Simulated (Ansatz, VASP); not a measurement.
One calculation of SnPt3, two programs

```xyz
4
Lattice="4.0000 0.0000 0.0000 0.0000 4.0000 0.0000 0.0000 0.0000 4.0000" Properties=species:S:1:pos:R:3 pbc="T T T"
Sn    0.0000    0.0000    0.0000
Pt    0.0000    2.0000    2.0000
Pt    2.0000    0.0000    2.0000
Pt    2.0000    2.0000    0.0000
```

Alike in both runs: task electric field gradients; functional LDA; k mesh 8 × 8 × 8; occupations fermi-dirac, width 0.05 eV; no spin polarisation.

|  | VASP | Ansatz |
| --- | --- | --- |
| version | VASP 6.6.1 | Ansatz 0.2.0 |
| potentials or method | VASP PAW LDA potentials, release 64 (Sn_d, Pt) | PAW with Ansatz's default frozen-core files, scalar-relativistic |
| plane-wave cutoff (eV) | 520 | 420 |
| valence electrons in the cell | 44 | 68 |

VASP gave:

```
pressure (GPa)                                                 : -2.9
Vzz of the field gradient on the site that differs most (V/Å²) : -145.3
```

Q: Which values does Ansatz return?

A: Pressure (GPa): -3.6; Vzz of the field gradient on the site that differs most (V/Å²): -157.2.

The two sets of potentials don't hold the same shells in valence. Ansatz warned: «gradients_without_spin_orbit».

The runs have no spin-orbit coupling, so splittings on Pt are missing.
